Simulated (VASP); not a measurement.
Level of theory: PBE GGA, VASP's PBE PAW potentials (set 64) (plane waves; VASP 6.6.1).

VASP input:

**INCAR**
```
SYSTEM = TiC
PREC = Accurate; ENCUT = 520; LREAL = .False.
LASPH = .True.; KSPACING = 0.4; KGAMMA = .True.
EDIFF = 1E-6; NELM = 100; ALGO = Normal
LMAXMIX = 4
ISMEAR = 1; SIGMA = 0.1
GGA = PE
ISIF = 2
LWAVE = .False.; LCHARG = .False.
```

### POSCAR
```
TiC
1
    0.0000000000     2.1650000000     2.1650000000
    2.1650000000     0.0000000000     2.1650000000
    2.1650000000     2.1650000000     0.0000000000
Ti C
1 1
Direct
  0.0000000000   0.0000000000   0.0000000000
  0.5000000000   0.5000000000   0.5000000000
```

POTCAR, in this order: Ti_sv C (PBE.64 set). Program: vasp_std.

Gaps are read on the run's mesh, which can miss a band edge.

Question: Predict the energy per atom (σ→0), band gap (on the k-mesh).

Answer: 
- energy per atom (σ→0): -9.351 eV/atom
- band gap (on the k-mesh): none (metal, semimetal or under 0.01 eV)

File OSZICAR:
```
...
DAV:   8    -0.187056763368E+02    0.40957E-01   -0.14394E-01   500   0.516E+00    0.297E+00
DAV:   9    -0.187084035985E+02   -0.27273E-02   -0.16158E-01   536   0.502E+00    0.893E-01
DAV:  10    -0.187031587333E+02    0.52449E-02   -0.22540E-02   608   0.224E+00    0.511E-01
DAV:  11    -0.187021077714E+02    0.10510E-02   -0.64962E-03   532   0.113E+00    0.103E-01
DAV:  12    -0.187020806777E+02    0.27094E-04   -0.64346E-04   536   0.334E-01    0.406E-02
DAV:  13    -0.187020576865E+02    0.22991E-04   -0.63263E-05   692   0.120E-01    0.165E-02
DAV:  14    -0.187020568323E+02    0.85422E-06   -0.57441E-06   496   0.328E-02
   1 F= -.18702057E+02 E0= -.18701460E+02  d E =-.178996E-02
```

The compound is TiC in the rock salt structure. The cell was not relaxed at this level. The run is one of a series of settings (KGAMMA = .TRUE., KSPACING = 0.4, KPOINTS file removed against the base run), some of them coarse on purpose.
